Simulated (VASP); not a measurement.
Calculation: PBE GGA + U (Dudarev), VASP's PBE PAW potentials (set 64) (plane waves; VASP).

The input files of a VASP run:

**POSCAR**
```
TiB2
1
    1.5044090000    -2.6766680000     0.0000000000
    1.5044090000     2.6766680000     0.0000000000
    0.0000000000     0.0000000000     3.1769390000
Ti B
1 2
Direct
  0.0000000000   0.0000000000   0.0000000000
  0.3333330000   0.6666670000   0.5000000000
  0.6895350000   0.3562010000   0.5000000000
```

**KPOINTS**
```
Automatic
0
Gamma
10 10 9
```

INCAR:
```
SYSTEM = TiB2
PREC = Accurate
ENCUT = 520
EDIFF = 1E-6
NELM = 100
ALGO = Normal
LREAL = .FALSE.
LASPH = .TRUE.
ISMEAR = 1
SIGMA = 0.1
GGA = PE
LMAXMIX = 4
LWAVE = .FALSE.
LCHARG = .FALSE.
ISIF = 2
LDAU = .TRUE.
LDAUTYPE = 2
LDAUL = 2 -1
LDAUU = 5.0 0
LDAUJ = 0 0
LDAUPRINT = 1
LORBIT = 10
```

POTCAR, in this order: Ti_sv B (PBE.64 set). Program: vasp_std.

### Question
What will the output report for the number of irreducible k-points (NKPTS), number of bands (NBANDS), largest plane-wave count, number of space-group operations, FFT grid (NGX, NGY, NGZ)?

### Answer

```json
{
  "number of irreducible k-points (NKPTS)": "260",
  "number of bands (NBANDS)": "13",
  "largest_plane_wave_count": "699",
  "number_of_space_group_operations": "2",
  "FFT grid (NGX, NGY, NGZ)": "24 × 24 × 24"
}
```

The compound is TiB2 in the AlB2 type structure. The cell was not relaxed at this level, atoms are displaced from their ideal sites. The run is one of a series of settings (LDAU = .TRUE., LDAUJ = 0 0, LDAUL = 2 -1, LDAUTYPE = 2, LDAUU = 5.0 0 against the base run), some of them coarse on purpose.
